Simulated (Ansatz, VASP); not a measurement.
# TaTc in two plane-wave programs

Wanted: the spread between two codes on one cell, functional and k mesh. The cell is taken from a series of runs on this material, whose earlier steps may have relaxed, scaled, displaced or heated it; both programs get it as it stands.

Calculated with Ansatz 0.2.0; plane waves, with VASP 6.6.1 beside it; zone-centre phonons at PBEsol.

## (1) Starting point

It takes space group Pm-3m (No. 221, cubic). The conventional cell has a = 3.152 Å, b = 3.152 Å, c = 3.152 Å, α = 90.00°, β = 90.00°, γ = 90.00°. Nearest to Ta lie 8 Tc at 2.73 Å. Nearest to Tc lie 8 Ta at 2.73 Å. Farther neighbours are not listed.

## (2) Ansatz: zone-centre phonons, PBEsol

Ansatz runs on its default PAW (the set named soft_2) files.

Second derivatives magnify differences that forces hide, and they need a tight electronic threshold.

input.yaml reads:

```yaml
crystal:
  lattice:
    - [3.1523408377, 0.0, 0.0]
    - [0.0, 3.1523408377, 0.0]
    - [0.0, 0.0, 3.1523408377]
  atoms:
    - { symbol: Ta, position: [0.0, 0.0, 0.0] }
    - { symbol: Tc, position: [0.5, 0.5, 0.5] }
kpoints:
  mp_grid: { grid: [16, 16, 16] }
hamiltonian:
  xc: pbesol
scf:
  occupations: { method: fermi_dirac, width: 0.1 }
output:
  eigenvalues: true
phonons:
  method: dfpt
  qpoints:
    - [0, 0, 0]
    - [0.0, 0.0625, 0.0]
    - [0.0, 0.1875, 0.0]
    - [0.0, 0.3125, 0.0]
    - [0.0, 0.4375, 0.0]
  masses: [{ species: Tc, mass: 97.907 }]
```

Started as:

```
$ ansatz run input.yaml --threads 4 --pin off --max-ram 8192MiB --backend cpu --events-out ev --progress --plain --runs-dir out
```

Numbers of over 12 decimals in the logs are rounded to 6 here.

Output:

```text
Engine: ansatz 0.2.0, aarch64-unknown-linux-gnu
Pseudopotentials: kind: paw
Pseudopotential: Ta, paw, valence charge 13, recommended cutoff 420 eV (normal), Ta.paw.azcp
Pseudopotential: Tc, paw, valence charge 15, recommended cutoff 500 eV (normal), Tc.paw.azcp
Functional definition: PBEsol
  exchange = pbesol_x
  correlation = pbesol_c
Crystal: 2 atoms, lattice volume = 31.326 Å³
Basis set: ecut = 500 eV, 799 PW (Γ), exchange–correlation on 48×48×48 points (8 copies of the dense FFT grid, shifted against one another)
Bands: 18, of which v1, the nominal top of the filled ones, is band 14 counted from 1 (13 counted from 0)
Symmetry: 48 space group operations
k-points: 165 of 4096
Non-local potential: Ta, projectors of the file, l = 0: 3, l = 1: 2, l = 2: 2, l = 3: 1
Non-local potential: Tc, projectors of the file, l = 0: 3, l = 1: 3, l = 2: 2, l = 3: 2
PAW form: soft (Blöchl's): semilocal exchange-correlation on the pseudo side does not see the compensation charge
PAW frozen core: Ta, regenerated for the run's functional, and the local potential with it (the file was generated under x = pbe(κ = 0.804, μ = 0.219515), c = pbe(β = 0.066725))
PAW frozen core: Tc, regenerated for the run's functional, and the local potential with it (the file was generated under x = pbe(κ = 0.804, μ = 0.219515), c = pbe(β = 0.066725))
PAW one-centre angular grid: Ta, 590 points (default); XC on 64 Gauss nodes
PAW one-centre angular grid: Tc, 590 points (default); XC on 64 Gauss nodes
Initial density: superposition of atomic densities (chi_scale 0.1, normalization cell, long waves kept (reshape's long-wave potential 0.00 eV rms))
Initial wavefunctions: pseudopotential atomic-orbital guess
Functional: x = pbesol(κ = 0.804, μ = 0.123457), c = pbesol(β = 0.046)
SCF iter   1: F=—  HF=-15145.524108 eV  |F-HF|=—  |Δ(HF+E_count)|=         —  Δρ=6.87e-2  dr2=1.01e0  ethr=3.10e-3  ⟨swp⟩=5.0  Hψ=12134  notcnv=0
preconditioner: auto → none  [metal: Δε(μ)=0.055 eV  Ē_g=5.520 eV  σ=0.100 eV  W_gap=0.14  n_scr=6 (ndim 8)  ℏωp=23.0 eV  f_vac=0.000  D(μ)=0.51/eV (n_scr^D=0)  sad-step TF]
SCF iter   2: F=—  HF=-15145.266455 eV  |F-HF|=—  |Δ(HF+E_count)|=   2.58e-1  Δρ=3.76e-2  dr2=3.01e-1  ethr=3.10e-3  ⟨swp⟩=2.1  Hψ=4938  notcnv=0
SCF iter   3: F=—  HF=-15145.165632 eV  |F-HF|=—  |Δ(HF+E_count)|=   1.01e-1  Δρ=2.65e-3  dr2=8.67e-4  ethr=1.08e-3  ⟨swp⟩=2.7  Hψ=5672  notcnv=0
SCF iter   4: F=—  HF=-15145.165699 eV  |F-HF|=—  |Δ(HF+E_count)|=   6.71e-5  Δρ=3.07e-4  dr2=1.62e-5  ethr=3.10e-6  ⟨swp⟩=2.1  Hψ=4474  notcnv=0
SCF iter   5: F=—  HF=-15145.165696 eV  |F-HF|=—  |Δ(HF+E_count)|=   2.92e-6  Δρ=5.32e-5  dr2=8.14e-7  ethr=5.79e-8  ⟨swp⟩=2.0  Hψ=5121  notcnv=0
SCF iter   6: F=—  HF=-15145.165693 eV  |F-HF|=—  |Δ(HF+E_count)|=   2.75e-6  Δρ=3.63e-6  dr2=3.28e-9  ethr=2.91e-9  ⟨swp⟩=2.1  Hψ=4404  notcnv=0
SCF iter   7: F=—  HF=-15145.165693 eV  |F-HF|=—  |Δ(HF+E_count)|=  2.93e-10  Δρ=5.28e-7  dr2=1.20e-10  ethr=1.17e-11  ⟨swp⟩=2.2  Hψ=5201  notcnv=0
SCF iter   8: F=-15145.165693 eV  HF=-15145.165693 eV  |F-HF|=3.64e-12  |Δ(HF+E_count)|=  3.46e-11  Δρ=5.78e-8  dr2=1.47e-12  ethr=1.00e-12  ⟨swp⟩=5.9  Hψ=12894  notcnv=0
SCF 1 converged in 8 iterations: F = -15145.165693 eV  dr2 = 1.47e-12
  greatest PAW one-centre occupation: 1.000 electrons in one spin orbital (limit 2), on the Ta atom at site 0 (counted from 0), in its partial waves of l = 0
NSCF: frozen V_eff on 165 k-points
NSCF: frozen V_eff on 405 k-points
DFPT response loops at q = (0, 0, 0) (fractional): preconditioner auto → Kerker (q_TF=auto, 2.678 Å⁻¹) (partly filled bands, converged f_vac=0.000); β = 1.00, the filter's whole step (`scf.mixing.beta` (0.50) is not read by the response loops under this deck's `scf.mixing.preconditioner`; to damp them name `kerker` or `kerker_dos`, under which they read `scf.mixing.beta`, and type it under 1.00, their step now; both keys bind the ground state too); Broyden in place of MSR1
NSCF: frozen V_eff on 2592 k-points
DFPT response loops at q = (0, 0.0625, 0) (fractional): mixed as the last ones told, above
NSCF: frozen V_eff on 2592 k-points
DFPT response loops at q = (0, 0.1875, 0) (fractional): mixed as the last ones told, above
NSCF: frozen V_eff on 2592 k-points
DFPT response loops at q = (0, 0.3125, 0) (fractional): mixed as the last ones told, above
NSCF: frozen V_eff on 2592 k-points
DFPT response loops at q = (0, 0.4375, 0) (fractional): mixed as the last ones told, above
SCF converged after 8 iterations
Free energy (F): -15145.165693 eV
Harris-Foulkes:  -15145.165693 eV  (|F-HF|=3.64e-12)
Internal energy: -15145.147915 eV  (E = F + TS)
E sigma→0 (E₀):  -15145.156804 eV
Entropy (-TS):   -0.017778 eV (-8.889 meV/atom)
Fermi energy:    21.410999 eV
--- Per-component energies (eV) ---
  E_band       = -145.093348
  E_kinetic    = 990.795701
  E_local      = -1747.295159  (includes V_loc(G=0)·N_el)
  E_nonlocal   = 305.337005
  E_hartree    = 521.040697
  E_xc         = -455.855336
  E_vxc        = -499.123665  (∫ρ·V_xc dr)
  E_paw        = -11492.062407  (= ΣΔE_a)
  E_vpaw       = -236.888701  (= ΣTr[D̂ρ^β])
  E_aug_tail   = 0.000075  (compensation charges beyond the density's cutoff)
  E_ewald      = -3267.548982
  E_core_change = 0.440491  (= ΣΔE_core)
  E_smearing   = -0.017778  (= −TS)
  E_closure    = 0.000000  (closes the sum)
  Σ components = -15145.165693   (vs F -15145.165693, Δ=0.00e0)
--- Band table (eV; the first three rows and the last of 165) ---
  k-point 0: bands = [... 10 lower, 15.9332, 20.0840, 20.0840, 20.0840, 23.4985, 23.4985, 26.5848, 26.5848]
  k-point 1: bands = [... 10 lower, 16.0088, 20.0748, 20.0748, 20.1193, 23.3727, 23.5417, 26.2168, 26.2168]
  k-point 2: bands = [... 10 lower, 16.2261, 20.0521, 20.0521, 20.2236, 23.0160, 23.6650, 25.4305, 25.4305]
  k-point 164: bands = [... 10 lower, 18.5202, 19.0765, 19.0765, 19.0765, 22.7681, 22.7681, 26.3690, 26.3690]
--- Phonons (Γ-DFPT): 2 representative perturbations + reference (Σ response iterations 6) ---
  ASR residual: 4.671e-4 → 0.000e0 eV/Å²; symmetrization residual: 1.221e-6 eV/Å²
  ASR residual per site (eV/Å²): 3.39e-4 4.67e-4
  Γ frequencies (cm⁻¹): 0.00 0.00 0.00 191.56 191.56 191.56
  non-analytic LO–TO correction: not included (Born effective charges unavailable; polar crystals: no LO–TO splitting at Γ)
--- Phonons (arbitrary-q DFPT): 5 explicit q-points ---
  q = [0, 0, 0] (of the zone-centre solve; hermiticity 2.85e-7, symmetrization 1.96e-13): -0.00 -0.00 0.00 191.56 191.56 191.56
  q = [0, 0.0625, 0] (4 solved perturbations in 4032 linear systems a pass and spin channel, the states on 1296 of 4096 k-point pairs; hermiticity 1.44e-7, symmetrization 4.75e-11): 18.20 18.20 39.23 191.69 191.69 202.11
  q = [0, 0.1875, 0] (4 solved perturbations in 4032 linear systems a pass and spin channel, the states on 1296 of 4096 k-point pairs; hermiticity 5.61e-7, symmetrization 6.66e-11): 53.47 53.47 111.73 190.09 190.09 231.36
  q = [0, 0.3125, 0] (4 solved perturbations in 4032 linear systems a pass and spin channel, the states on 1296 of 4096 k-point pairs; hermiticity 2.97e-7, symmetrization 6.44e-12): 85.97 85.97 170.60 185.23 185.23 246.55
  q = [0, 0.4375, 0] (4 solved perturbations in 4032 linear systems a pass and spin channel, the states on 1296 of 4096 k-point pairs; hermiticity 3.53e-7, symmetrization 6.76e-12): 104.69 104.69 184.84 184.84 209.35 251.76
  sum rule: each row above includes the acoustic sum rule's correction from the zone centre's row sums; it moved no ω² by more than (1.14 cm⁻¹)²
```

(Part 1 of 2 ends here.)

[Lines on the potential files, build, host, timing and source positions are cut from VASP's logs without a mark.]

[Logs are printed without paths, hosts, clocks, repeated set-up lines and the standing remarks that a program may print on its own settings, such as how far it seeks lower states.]

[Hosts, paths, dates, database ids (printed as entryN), source tags and the programs' standing remarks are cut or masked in the printed files.]
